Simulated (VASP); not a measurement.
**Zn3Ir: relaxation of cell and atoms with LDA**

The system is Zn3Ir.

```
CELL_PARAMETERS angstrom
6.28683 0.00000 0.00000
0.00000 6.28683 0.00000
0.00000 0.00000 6.84039
ATOMIC_POSITIONS crystal
Zn 0.00000 0.50000 0.50000
Zn 0.50000 0.00000 0.00000
Zn 0.50000 0.00000 0.50000
Zn 0.00000 0.50000 0.00000
Zn 0.34491 0.65509 0.26627
Zn 0.65509 0.34491 0.26627
Zn 0.15509 0.15509 0.76627
Zn 0.84491 0.84491 0.76627
Zn 0.65509 0.34491 0.73373
Zn 0.34491 0.65509 0.73373
Zn 0.84491 0.84491 0.23373
Zn 0.15509 0.15509 0.23373
Ir 0.13814 0.86186 0.50000
Ir 0.86186 0.13814 0.50000
Ir 0.36186 0.36186 0.00000
Ir 0.63814 0.63814 0.00000
```

The cell was built by a generator and needn't be a form met in nature.

| Item | Value |
| --- | --- |
| Program | VASP 6.6.1 |
| Task | relaxation of cell and atoms |
| Functional | LDA |
| Potentials or basis | VASP PAW LDA potentials, release 64 (Zn, Ir) |
| Cutoff | 600 eV |
| k mesh | 6 × 6 × 6 |
| Occupations | methfessel-paxton, width 0.1 eV |
| Spin | no spin polarisation |
| Further INCAR settings | ALGO = Normal; EDIFF = 1e-07; IBRION = 2; EDIFFG = -0.005; NSW = 90; ISIF = 3 |

```json
{
  "Relaxed volume": "16.89 Å³/atom",
  "Relaxed cell": "a = 6.285 Å, b = 6.285 Å, c = 6.842 Å, α = 90.00°, β = 90.00°, γ = 90.00°",
  "Space group after relaxing (to 0.05 Å)": "P4_2/mnm (No. 136)",
  "Energy gained by relaxing": "0.0 meV/atom",
  "Ionic steps": "9",
  "Pressure after relaxing": "0.0 GPa",
  "Largest force after relaxing": "0.005 eV/Å",
  "Band gap on the k mesh": "none (metal or under the smearing width)"
}
```

Forces in eV/Å, atoms in the order of the input:
```
Zn   0.000  0.000  0.000
Zn   0.000  0.000  0.000
Zn   0.000  0.000  0.000
Zn   0.000  0.000  0.000
Zn  -0.003  0.003 -0.003
Zn   0.003 -0.003 -0.003
Zn   0.003  0.003 -0.003
Zn  -0.003 -0.003 -0.003
Zn   0.003 -0.003  0.003
Zn  -0.003  0.003  0.003
Zn  -0.003 -0.003  0.003
Zn   0.003  0.003  0.003
Ir   0.002 -0.002  0.000
Ir  -0.002  0.002  0.000
Ir  -0.002 -0.002  0.000
Ir   0.002  0.002  0.000
```

Final structure:
```yaml
crystal:
  lattice:
    - [6.28524, 0.00000, 0.00000]
    - [0.00000, 6.28524, 0.00000]
    - [0.00000, 0.00000, 6.84173]
  atoms:
    - { symbol: Zn, position: [0.00000, 0.50000, 0.50000] }
    - { symbol: Zn, position: [0.50000, 0.00000, 0.00000] }
    - { symbol: Zn, position: [0.50000, 0.00000, 0.50000] }
    - { symbol: Zn, position: [0.00000, 0.50000, 0.00000] }
    - { symbol: Zn, position: [0.34488, 0.65512, 0.26621] }
    - { symbol: Zn, position: [0.65512, 0.34488, 0.26621] }
    - { symbol: Zn, position: [0.15512, 0.15512, 0.76621] }
    - { symbol: Zn, position: [0.84488, 0.84488, 0.76621] }
    - { symbol: Zn, position: [0.65512, 0.34488, 0.73379] }
    - { symbol: Zn, position: [0.34488, 0.65512, 0.73379] }
    - { symbol: Zn, position: [0.84488, 0.84488, 0.23379] }
    - { symbol: Zn, position: [0.15512, 0.15512, 0.23379] }
    - { symbol: Ir, position: [0.13812, 0.86188, 0.50000] }
    - { symbol: Ir, position: [0.86188, 0.13812, 0.50000] }
    - { symbol: Ir, position: [0.36188, 0.36188, 0.00000] }
    - { symbol: Ir, position: [0.63812, 0.63812, 0.00000] }
```

Levels at points of the mesh, in eV from the Fermi level:
```csv
k point,band 87,band 88,band 89,band 90,band 91,band 92,band 93,band 94
"(0.00, 0.00, 0.00)",-0.68,-0.68,-0.62,-0.24,-0.09,0.71,0.90,0.90
"(0.50, 0.00, 0.00)",-1.35,-1.35,-0.71,-0.71,0.55,0.55,0.59,0.59
"(0.50, 0.50, 0.00)",-1.68,-1.68,-1.35,-1.35,0.02,0.02,1.49,1.49
"(0.00, 0.00, 0.50)",-0.70,-0.70,-0.56,-0.56,-0.03,-0.03,0.26,0.26
"(0.50, 0.00, 0.50)",-1.52,-1.52,-0.52,-0.52,0.12,0.12,1.51,1.51
"(0.50, 0.50, 0.50)",-1.47,-1.47,0.81,0.81,1.75,1.75,1.85,1.85
```

It took 19 min on 4 MPI ranks on Intel(R) Xeon(R) 6975P-C (Granite Rapids), on a shared host, peak memory 1 GiB a rank.

Spin-orbit coupling is left out, which matters for the levels of Ir.
